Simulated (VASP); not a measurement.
VASP input:

INCAR:
```
# general
SYSTEM  = PtAs2
PREC    = Accurate
ENCUT   = 400   # plane-wave cut-off (eV)
LREAL   = .FALSE.   # projection in real space or not
LASPH   = .TRUE.   # aspherical one-centre terms

# electronic loop
EDIFF   = 1E-7
NELM    = 100
ALGO    = Normal   # blocked Davidson
LMAXMIX = 6   # l cut-off of mixed one-centre charges

# smearing
ISMEAR  = -5

# functional
GGA     = PE   # PBE

# ions
ISIF    = 2   # forces and stress, cell fixed

# output
LWAVE   = .FALSE.
LCHARG  = .TRUE.
LORBIT  = 11   # lm-projected
NEDOS   = 601   # DOS grid
```

**KPOINTS**
```
Automatic mesh
0
Gamma
4 4 4
0 0 0
```

POSCAR:
```
PtAs2
1
    6.0577985049    -0.0000000000     0.0000000000
   -0.0000000000     6.0577985049    -0.0000000000
    0.0000000000    -0.0000000000     6.0577985049
As Pt
8 4
Direct
  0.6166694850   0.8833305150   0.1166694850
  0.1166694850   0.6166694850   0.8833305150
  0.6166694850   0.6166694850   0.6166694850
  0.3833305150   0.3833305150   0.3833305150
  0.8833305150   0.1166694850   0.6166694850
  0.8833305150   0.3833305150   0.1166694850
  0.1166694850   0.8833305150   0.3833305150
  0.3833305150   0.1166694850   0.8833305150
  0.0000000000   0.5000000000   0.5000000000
  0.5000000000   0.0000000000   0.5000000000
  0.0000000000   0.0000000000   0.0000000000
  0.5000000000   0.5000000000   0.0000000000
```

POTCAR, in this order: As Pt (PBE.64 set). Program: vasp_std.

**Question.** Translate this PBE calculation to Quantum ESPRESSO's pw.x.

**Answer.** One equivalent input (not run):
```
&CONTROL
  calculation = 'scf'
  pseudo_dir = './pseudo'
  outdir = './out'
  tprnfor = .true.
  tstress = .true.
/
&SYSTEM
  ibrav = 0
  nat = 12
  ntyp = 2
  ecutwfc = 84
  occupations = 'tetrahedra'
  input_dft = 'pbe'
/
&ELECTRONS
  conv_thr = 7.3e-09
  electron_maxstep = 100
/
ATOMIC_SPECIES
  As 74.922 As.upf
  Pt 195.084 Pt.upf
CELL_PARAMETERS angstrom
     6.0577985   -0.0000000    0.0000000
    -0.0000000    6.0577985   -0.0000000
     0.0000000   -0.0000000    6.0577985
ATOMIC_POSITIONS crystal
  As   0.6166695  0.8833305  0.1166695
  As   0.1166695  0.6166695  0.8833305
  As   0.6166695  0.6166695  0.6166695
  As   0.3833305  0.3833305  0.3833305
  As   0.8833305  0.1166695  0.6166695
  As   0.8833305  0.3833305  0.1166695
  As   0.1166695  0.8833305  0.3833305
  As   0.3833305  0.1166695  0.8833305
  Pt   0.0000000  0.5000000  0.5000000
  Pt   0.5000000  0.0000000  0.5000000
  Pt   0.0000000  0.0000000  0.0000000
  Pt   0.5000000  0.5000000  0.0000000
K_POINTS automatic
  4 4 4 0 0 0
```
What does not carry over: the potentials are each code's own (VASP's PAW set, PseudoDojo norm-conserving files in pw.x), so ENCUT and ecutwfc are chosen apart and not converted; conv_thr bounds pw.x's estimated SCF error, while EDIFF bounds the energy change between steps.

The compound is PtAs2 in the pyrite structure. It was relaxed first.
